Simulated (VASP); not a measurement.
Output of a VASP run:

**OSZICAR**
```
       N       E                     dE             d eps       ncg     rms          rms(c)
DAV:   1     0.107218696466E+03    0.10722E+03   -0.88626E+03  1728   0.134E+03
DAV:   2    -0.170631689315E+02   -0.12428E+03   -0.11689E+03  2020   0.329E+02
DAV:   3    -0.227354684257E+02   -0.56723E+01   -0.55666E+01  2580   0.632E+01
DAV:   4    -0.229639210278E+02   -0.22845E+00   -0.22828E+00  2268   0.120E+01
DAV:   5    -0.229693022899E+02   -0.53813E-02   -0.53810E-02  2488   0.165E+00    0.189E+01
DAV:   6    -0.195933665097E+02    0.33759E+01   -0.17814E+01  1940   0.283E+01    0.706E+00
DAV:   7    -0.194223931534E+02    0.17097E+00   -0.94529E-01  2036   0.754E+00    0.514E+00
DAV:   8    -0.194095884328E+02    0.12805E-01   -0.16247E-01  1836   0.376E+00    0.125E+00
DAV:   9    -0.194058732675E+02    0.37152E-02   -0.31059E-02  2196   0.121E+00    0.441E-01
DAV:  10    -0.194062466495E+02   -0.37338E-03   -0.20801E-03  2032   0.582E-01    0.314E-01
DAV:  11    -0.194060482901E+02    0.19836E-03   -0.75850E-04  1924   0.220E-01    0.176E-02
DAV:  12    -0.194060478312E+02    0.45891E-06   -0.14023E-05  2528   0.388E-02    0.108E-02
DAV:  13    -0.194060474435E+02    0.38764E-06   -0.59326E-07  1116   0.717E-03
   1 F= -.19406047E+02 E0= -.19406047E+02  d E =0.000000E+00
```

**OUTCAR**
```
------------------------ aborting loop because EDIFF is reached ----------------------------------------
  FORCE on cell =-STRESS in cart. coord.  units (eV):
  Direction    XX          YY          ZZ          XY          YZ          ZX
  --------------------------------------------------------------------------------------
  Total       -1.8075038     -1.8075038     -1.8075038      0.0000000      0.0000000     -0.0000000
  in kB     -105.1370276   -105.1370276   -105.1370276      0.0000000      0.0000000     -0.0000000
  external PRESSURE =    -105.1370276 kB  Pullay stress =       0.0000000 kB
  volume of cell :       27.54
      direct lattice vectors                 reciprocal lattice vectors
     0.000000000  2.397000000  2.397000000    -0.208594076  0.208594076  0.208594076
     2.397000000  0.000000000  2.397000000     0.208594076 -0.208594076  0.208594076
     2.397000000  2.397000000  0.000000000     0.208594076  0.208594076 -0.208594076
 POSITION                                       TOTAL-FORCE (eV/Angst)
 -----------------------------------------------------------------------------------
      0.00000      0.00000      0.00000         0.000000     -0.000000     -0.000000
      2.39700      2.39700      2.39700        -0.000000      0.000000      0.000000
 -----------------------------------------------------------------------------------
    total drift:                                0.000000      0.000000      0.000000
  FREE ENERGIE OF THE ION-ELECTRON SYSTEM (eV)
  ---------------------------------------------------
  free  energy   TOTEN  =       -19.4060474435 eV

  energy  without entropy=      -19.4060474435  energy(sigma->0) =      -19.40604744
```
(Selected blocks of OUTCAR.)

File POSCAR:
```
ZrC
1
    0.0000000000     2.3970000000     2.3970000000
    2.3970000000     0.0000000000     2.3970000000
    2.3970000000     2.3970000000     0.0000000000
Zr C
1 1
Direct
  0.0000000000   0.0000000000   0.0000000000
  0.5000000000   0.5000000000   0.5000000000
```

Problem. Reconstruct the remaining input files.

Solution. Several could match; the one computed here: the input of the run itself, PBE GGA, plane waves, VASP's PBE PAW potentials (set 64).

KPOINTS:
```
Automatic mesh
0
Gamma
12 12 12
0 0 0
```

### INCAR
```
EDIFF  =  1E-6
LCHARG  =  .False.
GGA  =  PE
LWAVE  =  .False.
ALGO  =  Normal   # blocked Davidson
NELM  =  100
PREC  =  Accurate
ENCUT  =  520
ISMEAR  =  -4
LREAL  =  .False.   # projection in real space or not
ISIF  =  2   # forces and stress, cell fixed
LMAXMIX  =  4   # l cut-off of mixed one-centre charges
LASPH  =  .True.   # aspherical one-centre terms
SYSTEM  =  ZrC
```

POTCAR, in this order: Zr_sv C (PBE.64 set). Program: vasp_std.

The compound is ZrC in the rock salt structure. The cell was not relaxed at this level. The run is one of a series of settings (ISMEAR = -4, SIGMA removed against the base run), some of them coarse on purpose.
